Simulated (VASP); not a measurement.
VASP ran on this input.

### INCAR
```
SYSTEM = InSb
PREC = Accurate
ENCUT = 400
EDIFF = 1E-6
NELM = 100
ALGO = Normal
LREAL = .FALSE.
LASPH = .TRUE.
ISMEAR = 0
SIGMA = 0.05
GGA = PE
LMAXMIX = 4
LWAVE = .FALSE.
LCHARG = .FALSE.
ISIF = 2
```

File KPOINTS:
```
k-points along high-symmetry lines
6
Line-mode
Reciprocal
  0.000000   0.000000   0.000000 ! GAMMA
 -0.500000  -0.500000   0.000000 ! X

 -0.500000  -0.500000   0.000000 ! X
 -0.375000  -0.375000   0.250000 ! U

 -0.375000  -0.000000   0.375000 ! K
  0.000000   0.000000   0.000000 ! GAMMA

  0.000000   0.000000   0.000000 ! GAMMA
  0.000000   0.000000   0.500000 ! L

  0.000000   0.000000   0.500000 ! L
 -0.500000  -0.250000   0.250000 ! W

 -0.500000  -0.250000   0.250000 ! W
 -0.500000  -0.500000   0.000000 ! X
```

File POSCAR:
```
InSb
1
    0.0000000000     3.3048000000     3.3048000000
    3.3048000000     0.0000000000     3.3048000000
    3.3048000000     3.3048000000     0.0000000000
In Sb
1 1
Direct
  0.0000000000   0.0000000000   0.0000000000
  0.2500000000   0.2500000000   0.2500000000
```

POTCAR, in this order: In_d Sb (PBE.64 set). Program: vasp_std.

The resulting files:

### standard output
```
 POSCAR found type information on POSCAR InSb
 POSCAR found :  2 types and       2 ions
 Reading from existing POTCAR
 Reading from existing POTCAR
 LDA part: xc-table for (Slater+PW92), standard interpolation
 POSCAR, INCAR and KPOINTS ok, starting setup
 WAVECAR not read
 entering main loop
       N       E                     dE             d eps       ncg     rms          rms(c)
DAV:   1     0.103498823325E+03    0.10350E+03   -0.70491E+03   944   0.112E+03
DAV:   2     0.114404934894E+01   -0.10235E+03   -0.99996E+02   981   0.276E+02
DAV:   3    -0.565083190450E+01   -0.67949E+01   -0.66785E+01  1259   0.797E+01
DAV:   4    -0.582650935471E+01   -0.17568E+00   -0.17529E+00  1129   0.154E+01
DAV:   5    -0.583319289473E+01   -0.66835E-02   -0.66829E-02  1347   0.234E+00    0.381E+00
DAV:   6    -0.570061340323E+01    0.13258E+00   -0.23569E-01  1242   0.708E+00    0.226E+00
DAV:   7    -0.568242962137E+01    0.18184E-01   -0.10341E-01  1241   0.268E+00    0.728E-01
DAV:   8    -0.568478281777E+01   -0.23532E-02   -0.10393E-02  1136   0.128E+00    0.251E-01
DAV:   9    -0.568567291222E+01   -0.89009E-03   -0.10175E-03  1154   0.336E-01    0.105E-01
DAV:  10    -0.568594167214E+01   -0.26876E-03   -0.21210E-04  1066   0.114E-01    0.305E-02
DAV:  11    -0.568600789069E+01   -0.66219E-04   -0.10325E-04  1106   0.863E-02    0.151E-02
DAV:  12    -0.568600862075E+01   -0.73007E-06   -0.14814E-06   881   0.997E-03
   1 F= -.56860086E+01 E0= -.56827870E+01  d E =-.644317E-02
```

OUTCAR:
```
------------------------ aborting loop because EDIFF is reached ----------------------------------------
  FORCE on cell =-STRESS in cart. coord.  units (eV):
  Direction    XX          YY          ZZ          XY          YZ          ZX
  --------------------------------------------------------------------------------------
  Total        2.3232487      2.3232487      2.3232487      0.0000000     -0.0000000      0.0000000
  in kB       51.5633036     51.5633036     51.5633036      0.0000000     -0.0000000      0.0000000
  external PRESSURE =      51.5633036 kB  Pullay stress =       0.0000000 kB
  volume of cell :       72.19
      direct lattice vectors                 reciprocal lattice vectors
     0.000000000  3.304800000  3.304800000    -0.151295086  0.151295086  0.151295086
     3.304800000  0.000000000  3.304800000     0.151295086 -0.151295086  0.151295086
     3.304800000  3.304800000  0.000000000     0.151295086  0.151295086 -0.151295086
  FREE ENERGIE OF THE ION-ELECTRON SYSTEM (eV)
  ---------------------------------------------------
  free  energy   TOTEN  =        -5.6860086208 eV

  energy  without entropy=       -5.6795654496  energy(sigma->0) =       -5.68278704
```
(Selected blocks of OUTCAR.)

Q: The run ends quietly. Is anything wrong with it?

A: The cause: a line-mode KPOINTS file was used for a self-consistent run. The run ends without an error. Against the sound run, the energy per atom (σ→0) rises by 0.609 eV/atom; the pressure increases by 4.60 GPa. To mend it, correct KPOINTS.
KPOINTS:
```
Automatic mesh
0
Gamma
5 5 5
0 0 0
```
The mended run (PBE GGA, plane waves, VASP's PBE PAW potentials (set 64)) converges, and its OSZICAR ends with
```
   1 F= -.69010976E+01 E0= -.69007890E+01  d E =-.617049E-03
```

The compound is InSb in the zinc blende structure. The cell was not relaxed at this level.
